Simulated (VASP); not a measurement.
A run of VASP 6.6.1 is set up as follows.

File INCAR:

```
SYSTEM = W
PREC     = Accurate       ! precision mode
ENCUT    = 520            ! plane-wave cutoff, eV
EDIFF    = 1E-7           ! SCF threshold, eV
ISMEAR   = 0              ! smearing method
SIGMA    = 0.1            ! smearing width, eV
LREAL    = .FALSE.        ! projectors in reciprocal space
LASPH    = .TRUE.         ! aspherical terms in the spheres
NELM     = 100            ! most SCF steps
ALGO     = Fast           ! electronic algorithm
ISIF     = 3              ! what is computed and relaxed
LWAVE    = .FALSE.        ! write WAVECAR
LCHARG   = .FALSE.        ! write CHGCAR
GGA      = PS             ! functional
IBRION   = 2              ! ionic algorithm
NSW      = 80             ! ionic steps
EDIFFG   = -0.002         ! ionic threshold
```

KPOINTS

```
regular mesh
0
G
  18 18 18
  0 0 0
```

Contents of POSCAR:

```
W
1.0
   -1.5823450000      1.5823450000      1.5823450000
    1.5823450000     -1.5823450000      1.5823450000
    1.5823450000      1.5823450000     -1.5823450000
W
1
Direct
    0.0000000000      0.0000000000      0.0000000000
```

Potentials or basis: VASP PAW PBE potentials, release 64 (W_sv).

Run with:

```console
$ cat potpaw_PBE.64/W_sv/POTCAR > POTCAR
$ mpirun -np 1 vasp_std > vasp.out
```

Q: What does it give for the relaxed volume?

A: 15.72 Å³/atom.

Q: What does it give for the space group after relaxing (to 0.05 Å)?

A: Im-3m (No. 229).

The path:
```tsv
step	energy change (eV)	largest force (eV/Å)	pressure (GPa)	volume (Å³)
1	0.0000	0.0000	-2.52	15.85
2	0.0123	0.0000	9.95	15.28
3	-0.0010	0.0000	-0.02	15.73
4	-0.0010	0.0000	0.02	15.72
5	-0.0010	0.0000	-0.07	15.73
6	-0.0010	0.0000	0.00	15.72
```

Caveat: the PAW data sets were made with another functional, which shifts forces and pressure a little. Spin-orbit coupling is left out, which matters for the levels of W.
